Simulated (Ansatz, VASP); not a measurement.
# Bi (Bismuth): VASP beside Ansatz

One calculation is typed for both programs; each brings its own data sets and cutoff. How far apart do they land? The cell is taken from a series of VASP runs on this material, whose earlier steps may have relaxed, scaled or displaced it; both programs get it as it stands.

Method: plane waves, with VASP 6.6.1 beside it; zone-centre phonons at PBEsol, in Ansatz 0.2.0.

## 1. Starting point

The structure is trigonal, space group R-3m (No. 166). Conventional cell: a = 4.526 Å, b = 4.526 Å, c = 11.645 Å, α = 90.00°, β = 90.00°, γ = 120.00°. Nearest to Bi lie 6 Bi at 3.08 to 3.45 Å.

Coordinates:

```cif
data_structure
_symmetry_space_group_name_H-M 'R-3m:H'
_symmetry_Int_Tables_number 166
_cell_length_a 4.5257
_cell_length_b 4.5257
_cell_length_c 11.6448
_cell_angle_alpha 90.000
_cell_angle_beta 90.000
_cell_angle_gamma 120.000
_cell_volume 206.56
loop_
_atom_site_label
_atom_site_type_symbol
_atom_site_symmetry_multiplicity
_atom_site_Wyckoff_symbol
_atom_site_fract_x
_atom_site_fract_y
_atom_site_fract_z
_atom_site_occupancy
Bi1 Bi 6 c 0.66667 0.33333 0.09657 1
```

## 2. VASP: zone-centre phonons, PBEsol

Second derivatives magnify differences that forces hide, and they need a tight electronic threshold.

Lines of VASP's logs that name or quote its potential files are left out, and so is its time.

INCAR reads:

```
SYSTEM = Bi
PREC = Accurate
ENCUT = 450
EDIFF = 1E-08
NELM = 100
ISMEAR = 1
SIGMA = 0.15
LREAL = .FALSE.
ALGO = Normal
GGA = PS
NBANDS = 21
LORBIT = 11
LWAVE = .FALSE.
LCHARG = .FALSE.
KPAR = 4
IBRION = 8
ISIF = 2
```

POSCAR reads:

```
Bi
1.0
    2.2628536950      1.3064591900      3.8816125009
   -2.2628536950      1.3064591900      3.8816125009
    0.0000000000     -2.6129183798      3.8816125009
Bi
2
Direct
    0.7632318698      0.7632318698      0.7632318698
    0.2367681302      0.2367681302      0.2367681302
```

KPOINTS reads:

```
Automatic mesh
0
Gamma
12 12 12
0 0 0
```

Potentials, in the order of the species: Bi_d (PBE family, release 64).

Started as:

```console
$ mpirun -np 4 vasp_std
```

Numbers of over 12 decimals in the logs are rounded to 6 here.

The program printed:

```text
[banner, memory and clock lines left out]
running    4 mpi-ranks, on    1 nodes
 distrk:  each k-point on    1 cores,    4 groups
 distr:  one band on    1 cores,    1 groups

 POSCAR found type information on POSCAR Bi
 POSCAR found :  1 types and       2 ions
|                                                                             |
|               ----> ADVICE to this user running VASP <----                  |
|                                                                             |
|     You enforced a specific xc type in the INCAR file but a different       |
|     [... a line on the potential file left out ...]
|     I HOPE YOU KNOW WHAT YOU ARE DOING!                                     |
|                                                                             |

 LDA part: xc-table for (Slater+PW92), standard interpolation
 POSCAR, INCAR and KPOINTS ok, starting setup
 FFT: planning ... GRIDC
 FFT: planning ... GRID_SOFT
 FFT: planning ... GRID
 WAVECAR not read
 entering main loop
       N       E                     dE             d eps       ncg     rms          rms(c)
DAV:   1     0.290355249979E+03    0.29036E+03   -0.15260E+04  7964   0.158E+03
DAV:   2     0.153688077580E+02   -0.27499E+03   -0.26918E+03  8053   0.421E+02
DAV:   3    -0.779941433130E+01   -0.23168E+02   -0.22902E+02  9431   0.142E+02
DAV:   4    -0.858948735879E+01   -0.79007E+00   -0.78956E+00  9759   0.290E+01
DAV:   5    -0.862089170628E+01   -0.31404E-01   -0.31404E-01 10994   0.510E+00    0.105E+00
DAV:   6    -0.860955265495E+01    0.11339E-01   -0.20345E-02 10641   0.165E+00    0.611E-01
DAV:   7    -0.860516530900E+01    0.43873E-02   -0.13069E-02  9973   0.138E+00    0.118E-01
DAV:   8    -0.860512739101E+01    0.37918E-04   -0.14284E-03  9149   0.472E-01    0.170E-02
DAV:   9    -0.860513517283E+01   -0.77818E-05   -0.56207E-05 12036   0.620E-02    0.891E-03
DAV:  10    -0.860513438373E+01    0.78911E-06   -0.31856E-06  9985   0.148E-02    0.142E-03
DAV:  11    -0.860513448837E+01   -0.10464E-06   -0.25175E-07  9602   0.399E-03    0.780E-04
DAV:  12    -0.860513441350E+01    0.74871E-07   -0.48971E-08  7692   0.172E-03    0.180E-04
DAV:  13    -0.860513443862E+01   -0.25123E-07   -0.60275E-09  5469   0.882E-04    0.854E-05
DAV:  14    -0.860513444841E+01   -0.97889E-08   -0.14762E-09  5184   0.448E-04
   1 F= -.86051344E+01 E0= -.86052436E+01  d E =0.327593E-03
 Linear response reoptimize wavefunctions to high precision
DAV:   1    -0.860513445163E+01   -0.32182E-08   -0.65482E-10  5149   0.345E-04
DAV:   2    -0.860513445168E+01   -0.57298E-10   -0.23009E-10  4874   0.166E-04
 Linear response DOF=           2
 Linear response progress:
  Degree of freedom:   1/  2
       N       E                     dE             d eps       ncg     rms          rms(c)
RMM:   1    -0.328698958943E+00   -0.32870E+00    0.22079E-01 48381   0.838E+00
RMM:   2    -0.337311944484E+00   -0.86130E-02   -0.19933E-02 62331   0.117E+00    0.437E-02
RMM:   3    -0.337516331119E+00   -0.20439E-03   -0.16670E-03 66932   0.326E-01    0.251E-02
RMM:   4    -0.337393935876E+00    0.12240E-03   -0.12822E-04 68965   0.100E-01    0.587E-03
RMM:   5    -0.337396653209E+00   -0.27173E-05   -0.15819E-05 64353   0.319E-02    0.235E-03
RMM:   6    -0.337401709903E+00   -0.50567E-05   -0.33594E-06 67942   0.145E-02    0.975E-04
RMM:   7    -0.337400813113E+00    0.89679E-06    0.92132E-07 67884   0.454E-03    0.313E-04
RMM:   8    -0.337396721259E+00    0.40919E-05    0.10948E-07 68831   0.163E-03    0.104E-04
RMM:   9    -0.337395022610E+00    0.16986E-05   -0.14162E-07 69986   0.692E-04    0.253E-05
RMM:  10    -0.337395066553E+00   -0.43943E-07    0.12285E-07 71947   0.318E-04    0.160E-05
RMM:  11    -0.337394959425E+00    0.10713E-06    0.97879E-08 71485   0.174E-04    0.941E-06
RMM:  12    -0.337394633775E+00    0.32565E-06    0.71275E-08 68082   0.106E-04    0.466E-06
RMM:  13    -0.337394728700E+00   -0.94925E-07    0.30091E-08 71767   0.678E-05    0.287E-06
RMM:  14    -0.337394665188E+00    0.63512E-07    0.54922E-09 70090   0.508E-05    0.105E-06
RMM:  15    -0.337394629480E+00    0.35708E-07    0.71855E-09 74798   0.433E-05    0.194E-07
RMM:  16    -0.337394635285E+00   -0.58052E-08    0.15311E-09 61470   0.390E-05    0.310E-07
 first order change of Fermi-energy  -0.15048E-04
 force on displaced ion       1 direction 1 :  -1.544  -0.000  -0.000
 Linear response progress:
  Degree of freedom:   2/  2
       N       E                     dE             d eps       ncg     rms          rms(c)
RMM:   1    -0.329553227765E+00   -0.32955E+00    0.24586E-01 10530   0.848E+00
RMM:   2    -0.338056905536E+00   -0.85037E-02   -0.19166E-02 13579   0.116E+00    0.393E-02
RMM:   3    -0.338163917898E+00   -0.10701E-03   -0.15676E-03 14606   0.318E-01    0.221E-02
RMM:   4    -0.337967710983E+00    0.19621E-03   -0.13076E-04 14823   0.102E-01    0.563E-03
RMM:   5    -0.337976279261E+00   -0.85683E-05   -0.16355E-05 15040   0.307E-02    0.323E-03
RMM:   6    -0.337987937150E+00   -0.11658E-04   -0.28884E-06 13903   0.139E-02    0.809E-04
RMM:   7    -0.337989084291E+00   -0.11471E-05   -0.39081E-07 14760   0.455E-03    0.554E-04
RMM:   8    -0.337987256594E+00    0.18277E-05   -0.44219E-08 12926   0.166E-03    0.894E-05
RMM:   9    -0.337986754702E+00    0.50189E-06    0.10880E-08 15479   0.769E-04    0.469E-05
RMM:  10    -0.337986584603E+00    0.17010E-06    0.12961E-08 14937   0.280E-04    0.296E-05
RMM:  11    -0.337986464280E+00    0.12032E-06    0.14137E-09 14530   0.153E-04    0.712E-06
RMM:  12    -0.337986505852E+00   -0.41572E-07    0.10871E-09 15699   0.874E-05    0.242E-06
RMM:  13    -0.337986511139E+00   -0.52868E-08   -0.97314E-09 15660   0.564E-05    0.928E-07
 first order change of Fermi-energy  -0.18381E+00
 force on displaced ion       1 direction 3 :   0.000  -0.000  -3.762
 Linear response finished
```

From OUTCAR (step 2):

```text
ion  position               nearest neighbor table
   1  0.763  0.763  0.763-   2 3.08   2 3.08   2 3.08   2 3.45   2 3.45   2 3.45
   2  0.237  0.237  0.237-   1 3.08   1 3.08   1 3.08   1 3.45   1 3.45   1 3.45

  LATTYP: Found a trigonal (rhomboedric) cell.
 ALAT       =     4.6791300545
 COS(alpha) =     0.5322511656

 Subroutine GETGRP returns: Found 12 space group operations
 (whereof 12 operations were pure point group operations)

The static configuration has the point symmetry D_3d.

 Found    189 irreducible k-points:

   k-points           NKPTS =    189   k-points in BZ     NKDIM =    189   number of bands    NBANDS=     21

   dimension x,y,z NGX =    32 NGY =   32 NGZ =   32
   dimension x,y,z NGXF=    64 NGYF=   64 NGZF=   64

   ENCUT  =  450.0 eV  33.07 Ry    5.75 a.u.   8.09  8.09  8.09*2*pi/ulx,y,z

   NELECT =      30.0000    total number of electrons

 k-points in reciprocal lattice and weights: Automatic mesh
   0.00000000  0.00000000  0.00000000       0.001
   0.08333333  0.00000000 -0.00000000       0.003
   0.16666667  0.00000000  0.00000000       0.003
   0.25000000  0.00000000  0.00000000       0.003
   0.33333333  0.00000000  0.00000000       0.003
   0.41666667  0.00000000  0.00000000       0.003
   0.50000000  0.00000000  0.00000000       0.002
   0.08333333  0.08333333 -0.00000000       0.003
   0.16666667  0.08333333  0.00000000       0.007
[...]
-0.41666667  0.50000000  0.41666667       0.003
   0.50000000  0.50000000  0.50000000       0.001

 average (electrostatic) potential at core
       1-104.1329       2-104.1329

  Total       -0.0009783     -0.0009783     -0.0002118      0.0000000     -0.0000000      0.0000000
  in kB       -0.0227642     -0.0227642     -0.0049280      0.0000000     -0.0000000      0.0000000
  external PRESSURE =      -0.0168188 kB  Pullay stress =       0.0000000 kB

  energy-cutoff  :      450.00
  volume of cell :       68.85
      direct lattice vectors                 reciprocal lattice vectors
     2.262853695  1.306459190  3.881612501     0.220959933  0.127571277  0.085874964
    -2.262853695  1.306459190  3.881612501    -0.220959933  0.127571277  0.085874964
     0.000000000 -2.612918380  3.881612501     0.000000000 -0.255142553  0.085874964

 POSITION                                       TOTAL-FORCE (eV/Angst)
 -----------------------------------------------------------------------------------
      0.00000      0.00000      8.88771         0.000000     -0.000000     -0.000322
      0.00000      0.00000      2.75713         0.000000      0.000000      0.000322
 -----------------------------------------------------------------------------------
    total drift:                               -0.000000     -0.000000      0.000000

 Eigenvectors and eigenvalues of the dynamical matrix
 ----------------------------------------------------

   1 f  =    2.966296 THz    18.637786 2PiTHz   98.944978 cm-1    12.267608 meV
             X         Y         Z           dx          dy          dz
      0.000000  0.000000  8.887711    -0.000000   -0.000000   -0.707107
      0.000000  0.000000  2.757126     0.000000    0.000000    0.707107

   2 f  =    1.900277 THz    11.939793 2PiTHz   63.386422 cm-1     7.858911 meV
             X         Y         Z           dx          dy          dz
      0.000000  0.000000  8.887711     0.707107    0.000008   -0.000000
      0.000000  0.000000  2.757126    -0.707107   -0.000008    0.000000

   3 f  =    1.900277 THz    11.939793 2PiTHz   63.386422 cm-1     7.858911 meV
             X         Y         Z           dx          dy          dz
      0.000000  0.000000  8.887711     0.000008   -0.707107    0.000000
      0.000000  0.000000  2.757126    -0.000008    0.707107   -0.000000

   4 f  =    0.000000 THz     0.000000 2PiTHz    0.000000 cm-1     0.000000 meV
             X         Y         Z           dx          dy          dz
      0.000000  0.000000  8.887711     0.707107    0.000000   -0.000000
      0.000000  0.000000  2.757126     0.707107    0.000000    0.000000

   5 f/i=    0.000000 THz     0.000000 2PiTHz    0.000000 cm-1     0.000000 meV
             X         Y         Z           dx          dy          dz
      0.000000  0.000000  8.887711    -0.000000    0.669313   -0.228080
      0.000000  0.000000  2.757126    -0.000000    0.669313   -0.228080

   6 f/i=    0.000000 THz     0.000000 2PiTHz    0.000001 cm-1     0.000000 meV
             X         Y         Z           dx          dy          dz
      0.000000  0.000000  8.887711    -0.000000    0.228080    0.669313
      0.000000  0.000000  2.757126    -0.000000    0.228080    0.669313

 ELASTIC MODULI CONTR FROM IONIC RELAXATION (kBar)
 Direction    XX          YY          ZZ          XY          YZ          ZX
 --------------------------------------------------------------------------------
 XX        -166.3177     50.6103   -104.9582     -0.0000    216.8600      0.0000
 YY          50.6103   -166.3177   -104.9582      0.0000   -216.8600     -0.0000
 ZZ        -104.9582   -104.9582   -190.4153      0.0000     -0.0000     -0.0000
 XY          -0.0000      0.0000      0.0000   -108.4640      0.0000    214.3332
 YZ         216.8600   -216.8600     -0.0000      0.0000   -433.5839     -0.0000
 ZX           0.0000     -0.0000     -0.0000    214.3332     -0.0000   -423.5388
 --------------------------------------------------------------------------------
```

[end of part 1 of 2]

[Lines on the potential files, build, host, timing and source positions are cut from VASP's logs without a mark.]

[Logs are printed without paths, hosts, clocks, repeated set-up lines and the standing remarks that a program may print on its own settings, such as how far it seeks lower states.]

[Hosts, paths, dates, database ids (printed as entryN), source tags and the programs' standing remarks are cut or masked in the printed files.]
